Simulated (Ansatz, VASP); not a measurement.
**V2CSO (V2COS MXene monolayer) in two plane-wave programs**

Aim: how closely do two programs agree when they are given the same cell, functional and k mesh? The structure shown is the start of the Ansatz relaxation below; VASP solves that cell, so the two are compared at the walk's first step.

Method: plane waves, with VASP 6.6.1 beside it; single point at RPBE with D3(BJ), DFT+U, in Ansatz 0.2.0.

## 1. Set-up

The cell holds 5 atoms: 1 S, 2 V, 1 C and 1 O. Cell: a = 3.012 Å, b = 3.012 Å, c = 34.061 Å, α = 90.0°, β = 90.0°, γ = 120.0°. Vacuum lies along c. The height across the vacuum is the one that the program set for its solve, not the one typed.

## 2. Ansatz: relaxation, RPBE with D3(BJ), DFT+U

Ansatz runs on its default PAW (the set named soft_2) files.

The two programs are compared at the cell with which this relaxation starts, whose forces are those of its first step.

File input.yaml:

```yaml
crystal:
  lattice:
    - [3.012152, 0.0, 0.0]
    - [-1.506076, 2.6086001521, 0.0]
    - [0.0, 0.0, 23.1306167725]
  atoms:
    - { symbol: S, position: [0.3333333333, 0.6666666667, 0.389094683] }
    - { symbol: V, position: [0.6666666667, 0.3333333333, 0.4622842275], spin: 2.0 }
    - { symbol: C, position: [0.0, 0.0, 0.5136669874] }
    - { symbol: V, position: [0.3333333333, 0.6666666667, 0.5650497474], spin: 2.0 }
    - { symbol: O, position: [0.6666666667, 0.3333333333, 0.610905317] }
  periodic: [true, true, false]
magnetization:
  spin_polarized: true
kpoints:
  mp_grid: { grid: [12, 12, 1] }
hamiltonian:
  xc: rpbe
  dispersion: d3bj
  hubbard: { sites: [{ species: V, l: d, u_eff: 3.0 }] }
scf:
  occupations: { method: fermi_dirac, width: 0.05 }
  convergence: { dr2_threshold: 1.0e-09 }
relax:
  f_tol: 0.004
  max_steps: 90
  cell: {}
output:
  write_potential: true
  write_density: true
  volumetric_format: npy
```

Command:

```bash
> ansatz run input.yaml --threads 4 --pin off --max-ram 6144MiB --backend cpu --events-out ev --progress --plain --runs-dir out
```

Numbers of over 12 decimals in the logs are rounded to 6 here.

What it wrote:

```text
Warning: crystal.periodic: the lattice vector that does not repeat stood 0.000° off the slab's normal, 23.131 Å along it as the deck builds it. The run solves the slab on a vector along the normal, 34.061 Å long, with every atom where it was (on the deck's vector they left 18.00 Å outside them, and the widest stretch free of ions among them is 1.69 Å). A fractional position that the run reports is one of the run's ce [...]
Warning: relax.cell: scf.convergence.dr2_threshold = 1e-9 eV is looser than the 2.18402065428e-10 eV advised for a relaxation that steers and ends on the stress (1e-10 eV for each atom of the cell: 5, times the square of relax.cell.stress_2d_tol = 0.05 N/m over 15.1 Å (the atoms' height at the walk's start and 5 Å past either face), 3.305e-2 GPa, over a crystal's default 0.05). What an SCF threshold leaves in a stress goes as its square root, and in the free energy as the threshold itself, and one threshold admits the most on a small cell: [figures from the program's tests cut] Set scf.convergence.dr2_threshold to 2.18402065428e-10 eV or tighter. [rest of the remark cut]
crystal.periodic: the lattice vector that does not repeat stood 0.000° off the slab's normal, 23.131 Å along it as the deck builds it. The run solves the slab on a vector along the normal, 34.061 Å long, with every atom where it was (on the deck's vector they left 18.00 Å outside them, and the widest stretch free of ions among them is 1.69 Å). A fractional position that the run reports is one of the run's cell, which [...]
S: projections on atomic orbitals take those of the free atom [Ne] 3s2 3p4, of charge +0.00 (hamiltonian.pseudopotentials.projection_atoms); the dataset's partial waves leave at most 1.6e-7 of an orbital's norm unspanned inside its sphere
V: projections on atomic orbitals take those of the free atom [Ne] 3s2 3p6 3d3 4s2, of charge +0.00 (hamiltonian.pseudopotentials.projection_atoms); the dataset's partial waves leave at most 5.8e-7 of an orbital's norm unspanned inside its sphere
[...]
Mixer restart at iter 46: flushing history
SCF iter  47: F=-7565.269985 eV  HF=-7565.269985 eV  |F-HF|=2.22e-7  |Δ(HF+E_count)|=   8.08e-9  Δρ=2.24e-6 (↑2.24e-6 ↓1.22e-6)  dr2=2.27e-7  dr2_m=1.01e-9  M=0.321 μB ∫|m|=1.818 μB  β_m=1.00  ethr=1.00e-12  ⟨swp⟩=4.7  Hψ=2761  notcnv=0  defer=32  κ⁻¹=1.0e0(r=1)
SCF iter  48: F=-7565.269985 eV  HF=-7565.269985 eV  |F-HF|=1.67e-10  |Δ(HF+E_count)|=   8.01e-9  Δρ=1.03e-7 (↑1.03e-7 ↓8.65e-8)  dr2=1.01e-10  dr2_m=3.91e-13  M=0.321 μB ∫|m|=1.818 μB  ethr=1.00e-12  ⟨swp⟩=1.5  Hψ=3854  notcnv=0
SCF 1 converged in 48 iterations: F = -7565.269985 eV  dr2 = 1.01e-10
Symmetry: 2 space group operations
k-points: 43 of 144 (time reversal used)
Initial density: read from a saved state, or passed on in memory by an earlier SCF of this step, an earlier step, the calling program or the single point that the run made first
SCF iter   1: F=—  HF=-7564.946726 eV  |F-HF|=—  |Δ(HF+E_count)|=         —  Δρ=1.38e-2 (↑1.38e-2 ↓2.19e-3)  dr2=5.94e-1  dr2_m=1.10e-1  M=0.127 μB ∫|m|=1.619 μB  ethr=2.38e-6  ⟨swp⟩=1.1  Hψ=30539  notcnv=0
preconditioner: auto → none  [metal: Δε(μ)=0.013 eV  Ē_g=8.562 eV  σ=0.050 eV  W_gap=0.06  n_scr=22 (ndim 8)  ℏωp=12.2 eV  f_vac=0.761  D(μ)=1.71/eV (n_scr^D=12)]
SCF iter   2: F=—  HF=-7565.248082 eV  |F-HF|=—  |Δ(HF+E_count)|=         —  Δρ=1.52e-3 (↑1.52e-3 ↓1.14e-3)  dr2=2.17e-2  dr2_m=7.62e-4  M=0.273 μB ∫|m|=1.687 μB  ethr=2.38e-6  ⟨swp⟩=1.5  Hψ=20080  notcnv=0
SCF iter   3: F=—  HF=-7565.269465 eV  |F-HF|=—  |Δ(HF+E_count)|=   2.14e-2  Δρ=2.66e-4 (↑2.66e-4 ↓1.98e-4)  dr2=1.30e-3  dr2_m=3.68e-5  M=0.322 μB ∫|m|=1.814 μB  ethr=2.38e-6  ⟨swp⟩=1.4  Hψ=9630  notcnv=0
SCF iter   4: F=—  HF=-7565.269923 eV  |F-HF|=—  |Δ(HF+E_count)|=   4.57e-4  Δρ=8.15e-5 (↑8.15e-5 ↓5.72e-5)  dr2=1.18e-4  dr2_m=6.45e-6  M=0.324 μB ∫|m|=1.820 μB  ethr=2.38e-6  ⟨swp⟩=1.4  Hψ=5388  notcnv=0
SCF iter   5: F=—  HF=-7565.269982 eV  |F-HF|=—  |Δ(HF+E_count)|=   5.99e-5  Δρ=1.50e-5 (↑1.50e-5 ↓1.46e-5)  dr2=5.95e-6  dr2_m=1.59e-7  M=0.321 μB ∫|m|=1.818 μB  ethr=2.81e-7  ⟨swp⟩=1.3  Hψ=7264  notcnv=0
SCF iter   6: F=—  HF=-7565.269985 eV  |F-HF|=—  |Δ(HF+E_count)|=   2.41e-6  Δρ=7.31e-6 (↑7.31e-6 ↓6.23e-6)  dr2=9.17e-7  dr2_m=6.35e-9  M=0.321 μB ∫|m|=1.818 μB  ethr=1.42e-8  ⟨swp⟩=1.2  Hψ=7646  notcnv=0
SCF iter   7: F=—  HF=-7565.269985 eV  |F-HF|=—  |Δ(HF+E_count)|=   1.48e-8  Δρ=2.00e-6 (↑2.00e-6 ↓1.32e-6)  dr2=2.10e-7  dr2_m=9.73e-10  M=0.321 μB ∫|m|=1.818 μB  ethr=2.18e-9  ⟨swp⟩=1.4  Hψ=5727  notcnv=0
SCF iter   8: F=—  HF=-7565.269985 eV  |F-HF|=—  |Δ(HF+E_count)|=   1.77e-8  Δρ=5.56e-7 (↑4.99e-7 ↓5.56e-7)  dr2=4.97e-9  dr2_m=1.35e-10  M=0.321 μB ∫|m|=1.818 μB  ethr=4.99e-10  ⟨swp⟩=1.3  Hψ=6882  notcnv=0
SCF iter   9: F=-7565.269985 eV  HF=-7565.269985 eV  |F-HF|=3.83e-10  |Δ(HF+E_count)|=   2.82e-9  Δρ=1.11e-7 (↑1.11e-7 ↓9.63e-8)  dr2=3.07e-10  dr2_m=6.35e-12  M=0.321 μB ∫|m|=1.818 μB  ethr=2.38e-12  ⟨swp⟩=1.4  Hψ=8752  notcnv=0
SCF iter  10: F=-7565.269985 eV  HF=-7565.269985 eV  |F-HF|=1.79e-10  |Δ(HF+E_count)|=  1.36e-11  Δρ=1.11e-7 (↑1.11e-7 ↓9.60e-8)  dr2=3.04e-10  dr2_m=6.47e-12  M=0.321 μB ∫|m|=1.818 μB  ethr=1.00e-12  ⟨swp⟩=1.0  Hψ=10855  notcnv=0
SCF 2 converged in 10 iterations: F = -7565.269985 eV  dr2 = 3.04e-10
Initial wavefunctions: those read from a saved state, or passed on in memory by an earlier step or the calling program
iter 1 solved again at ethr=1.00e-12 eV; its pass at ethr=2.38e-6 eV (dr2=1.02e-10 eV) is discarded
SCF iter   1: F=—  HF=-7565.269985 eV  |F-HF|=—  |Δ(HF+E_count)|=         —  Δρ=1.04e-7 (↑1.04e-7 ↓8.70e-8)  dr2=1.02e-10  dr2_m=3.92e-13  M=0.321 μB ∫|m|=1.818 μB  ethr=1.00e-12  ⟨swp⟩=1.5  Hψ=21715  notcnv=0
SCF iter   2: F=—  HF=-7565.269987 eV  |F-HF|=—  |Δ(HF+E_count)|=   2.49e-6  Δρ=5.85e-5 (↑5.85e-5 ↓4.88e-5)  dr2=9.47e-5  dr2_m=7.59e-7  M=0.321 μB ∫|m|=1.817 μB  ethr=2.38e-6  ⟨swp⟩=1.0  Hψ=14445  notcnv=0
SCF iter   3: F=—  HF=-7565.269985 eV  |F-HF|=—  |Δ(HF+E_count)|=   2.69e-6  Δρ=8.50e-6 (↑8.50e-6 ↓6.41e-6)  dr2=6.11e-7  dr2_m=1.43e-8  M=0.321 μB ∫|m|=1.818 μB  ethr=2.43e-7  ⟨swp⟩=1.0  Hψ=5199  notcnv=0
SCF iter   4: F=—  HF=-7565.269985 eV  |F-HF|=—  |Δ(HF+E_count)|=   2.02e-7  Δρ=4.80e-7 (↑4.48e-7 ↓4.80e-7)  dr2=4.32e-9  dr2_m=7.86e-11  M=0.321 μB ∫|m|=1.818 μB  ethr=1.77e-9  ⟨swp⟩=1.0  Hψ=5172  notcnv=0
SCF iter   5: F=-7565.269985 eV  HF=-7565.269985 eV  |F-HF|=4.27e-11  |Δ(HF+E_count)|=  1.15e-10  Δρ=5.17e-8 (↑5.17e-8 ↓3.96e-8)  dr2=5.58e-11  dr2_m=9.12e-13  M=0.321 μB ∫|m|=1.818 μB  ethr=2.38e-12  ⟨swp⟩=2.0  Hψ=5839  notcnv=0
a single-point calculation of the run's input, under the relaxation's own `scf.mixing.negative_modes` where the relaxation goes by `scf.lower_state_search: light` itself or types `scf.max_iter`, was made at the relaxed geometry, from the atoms, in 63 SCF iterations in all. It converged -0.0 meV from the relaxation's final energy, with moments (0.07, -0.48, -0.04, 0.74, -0.03 Bohr magnetons, atom by atom), which does not count as lower, and the relaxation's result stands. No further magnetic order was relaxed to its end, and one can end lower (see `relax.adjacent_minimum`).
SCF converged after 7 iterations
Magnetization: -0.3211 μB (20.8395 up, 21.1605 down)
Absolute magnetization: 1.8180 μB (∫|ρ↑−ρ↓|, with the PAW one-centre terms)
Spin contamination: 0.4933 ħ² per cell (⟨S²⟩ above its minimum at these occupations)
Per-site moments (μB) at R_I (Å): [(-0.067678, 0.952021), (0.479565, 0.816351), (0.044976, 0.816351), (-0.739878, 0.800836), (0.033636, 0.800836)]
Free energy (F): -7565.269985 eV
Harris-Foulkes:  -7565.269985 eV  (|F-HF|=2.64e-10)
Internal energy: -7565.257803 eV  (E = F + TS)
E sigma→0 (E₀):  -7565.263894 eV
Entropy (-TS):   -0.012182 eV (-2.436 meV/atom)
Fermi energy:    -5.802979 eV
--- Per-component energies (eV) ---
  E_band       = -1137.839642
  E_kinetic    = 1055.834395
  E_local      = -150542.430259  (includes V_loc(G=0)·N_el)
  E_nonlocal   = 2.846312
  E_hartree    = 74679.643799
  E_xc         = -486.351158
  E_vxc        = -579.455022  (∫ρ·V_xc dr)
  E_hubbard    = 6.540732  (on-site DFT+U / exact-exchange correction)
  E_vhub       = 1.988574  (the Hubbard potential's part of the band-sum identity)
  E_paw        = -3094.509526  (= ΣΔE_a)
  E_vpaw       = -435.914625  (= ΣTr[D̂ρ^β])
  E_aug_tail   = 0.002956  (compensation charges beyond the density's cutoff)
  E_ewald      = 70822.388349
  E_disp       = -9.047416  (pairwise vdW)
  E_core_change = -0.175987  (= ΣΔE_core)
  E_smearing   = -0.012182  (= −TS)
  E_closure    = 0.000000  (closes the sum)
  Σ components = -7565.269985   (vs F -7565.269985, Δ=0.00e0)
--- Forces (eV/Å), atoms counted from 1 ---
  atom   1  S      0.00000000    -0.00000000    -0.00148463
  atom   2  V      0.00000000    -0.00000000    -0.00020120
  atom   3  C      0.00000000     0.00000000     0.00286985
  atom   4  V      0.00000000     0.00000000    -0.00024321
  atom   5  O      0.00000000    -0.00000000    -0.00093507
  max |Σ_I F_I| component: 5.74e-6 eV/Å
--- 2D stress c σ (N/m, compression-positive) ---
        0.004111       0.000000       0.000000
        0.000000       0.004111      -0.000000
        0.000000      -0.000000       0.000000
  P = ½ c Tr σ = 0.0041 N/m
--- Band table (eV; the first three rows and the last of 38) ---
  k-point 0 ↑: bands = ["-71.1603", "-70.8487", "-45.1128", "-44.7660", "-44.7660", "-44.7253", "-44.3434", "-44.3434", "-24.8134", "-21.3034", "-18.4190", "-12.7690", "-10.5267", "-10.5267", "-10.1901", "-8.7682", "-8.7682", "-8.3875", "-6.4195", "-6.4195", "-5.4493", "-4.9895", "-4.9895", "-4.1906", "-4.1906", "-3.0824", "-2.8114", "-2.8114"]
  k-point 1 ↑: bands = ["-71.1562", "-70.8451", "-45.1044", "-44.8000", "-44.7727", "-44.7182", "-44.3729", "-44.3497", "-24.7624", "-21.1689", "-18.3554", "-12.6393", "-10.7885", "-10.4757", "-9.9874", "-9.1934", "-8.7645", "-8.1236", "-6.8281", "-6.6552", "-5.8445", "-4.8972", "-4.6798", "-4.1675", "-4.0441", "-3.0670", "-2.9805", "-2.8415"]
  k-point 2 ↑: bands = ["-71.1449", "-70.8351", "-45.0821", "-44.8806", "-44.7909", "-44.7108", "-44.4519", "-44.3667", "-24.6271", "-20.7766", "-18.1732", "-12.2809", "-11.0773", "-10.3513", "-10.2231", "-9.4052", "-8.8036", "-8.1731", "-7.7860", "-6.9877", "-6.2866", "-4.8814", "-4.6764", "-4.1549", "-3.6426", "-3.1910", "-2.9271", "-2.6421"]
  k-point 18 ↓: bands = ["-71.7462", "-70.4804", "-45.6695", "-45.6325", "-45.5720", "-44.4923", "-44.4692", "-44.2475", "-24.0304", "-18.0123", "-16.7606", "-11.9752", "-11.6342", "-11.6130", "-11.5163", "-10.6982", "-9.8660", "-9.6151", "-9.2213", "-9.2065", "-5.7712", "-5.0109", "-4.7668", "-4.0613", "-3.8066", "-3.6453", "-2.2906", "-1.8519"]
  the weakly bound empty levels are not read free of the cell's end (hubbard_term)
--- Relaxed structure (8 steps of the walk, 8 accepted, 2 SCFs on fresh bases) ---
  F+E_penalty+E_count = -7565.26998481 eV   max|allowed force component| = 2.869e-3 eV/Å   (the final SCF, on the basis selected at the relaxed cell)
  cell:  # Å, volume = 242.6750 Å³
    - [2.868250, 0, 0]
    - [-1.434125, 2.483978, 0]
    - [0, 0, 34.061234]
  atoms:
    - { symbol: S, position: [0.333333, 0.666667, 0.268225] }
    - { symbol: V, position: [0.666667, 0.333333, 0.315421] }
    - { symbol: C, position: [-1.3310161275339579e-18, 0, 0.347235] }
    - { symbol: V, position: [0.333333, 0.666667, 0.382468] }
    - { symbol: O, position: [0.666667, 0.333333, 0.412218] }
```

In the SCF lines HF is the Harris–Foulkes energy and dr2 the Hartree energy of the density residual, in eV; the loop may stop once dr2 is under the threshold and the program's other checks hold. Hψ counts applications of the Hamiltonian.

[end of part 1 of 2]

[Lines on the potential files, build, host, timing and source positions are cut from VASP's logs without a mark.]

[Logs are printed without paths, hosts, clocks, repeated set-up lines and the standing remarks that a program may print on its own settings, such as how far it seeks lower states.]

[Hosts, paths, dates, database ids (printed as entryN), source tags and the programs' standing remarks are cut or masked in the printed files.]
